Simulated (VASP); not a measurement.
Data:

```
CELL_PARAMETERS angstrom
     -2.72060     2.72060     2.72060
      2.72060    -2.72060     2.72060
      2.72060     2.72060    -2.72060
ATOMIC_POSITIONS crystal
  Ge 0.00000 0.00000 0.00000
  F  0.00000 0.63852 0.00000
  F  0.36148 0.36148 0.36148
  F  0.63852 0.00000 0.00000
  F  0.00000 0.00000 0.63852
```

These are PBEsol GGA, VASP's PBE PAW potentials (set 64) (plane waves; VASP) values and carry that method's errors. Run with 520 eV cut-off, 6×6×6 Γ-centred mesh, Gaussian smearing of 0.010 eV, potentials Ge_d F.

Question: The job: GeF4 (space group I-43m), 5 atoms, PBEsol, DFPT for ε, Born charges and Γ modes, 520 eV, 6×6×6 Γ-centred mesh. Roughly how much core time does it take on a busy server core?

Answer: About 20 core-minutes (one run on a shared machine, a rough figure). It had 16 irreducible k-points, 25 bands, up to 2214 plane waves and 176 electronic steps.

The structure comes from a computed database's GeF4 entry (I-43m); how it stands against other phases isn't given here. It was relaxed first, which changed the volume by +7 %.
